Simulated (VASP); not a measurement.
Here is the system:

```xyz
3
Lattice="3.0861 0.0000 0.0000 -1.5430 2.6726 0.0000 0.0000 0.0000 13.7303" Properties=species:S:1:pos:R:3 pbc="T T T"
Hf     1.5430     0.8909     6.8652
O      0.0000     1.7818     5.7164
O      0.0000     1.7818     8.0140
```

Level of theory: r2SCAN meta-GGA, VASP's PBE PAW potentials (set 64) (plane waves; VASP). Run with 520 eV cut-off, 9×9×1 Γ-centred mesh, tetrahedra with Blöchl corrections, potentials Hf_pv O.

The cell holds a wide vacuum, so values per volume refer to the whole cell. Unless said otherwise, spin-orbit coupling is left out, though it shifts the bands of the heavy elements here.

Predict the energy per atom (σ→0), band gap (over mesh and band path) with the smallest direct gap where there is one.

```
Property                                                Result
---------------------------------------------  ---------------
band gap (over mesh and band path)                     2.47 eV
smallest direct gap (over mesh and band path)          2.58 eV
energy per atom (σ→0)                          -22.021 eV/atom
```

The absolute energy has meaning only against runs of the same code, potentials and settings.

The cell is a sheet with vacuum, built from a generated structure.
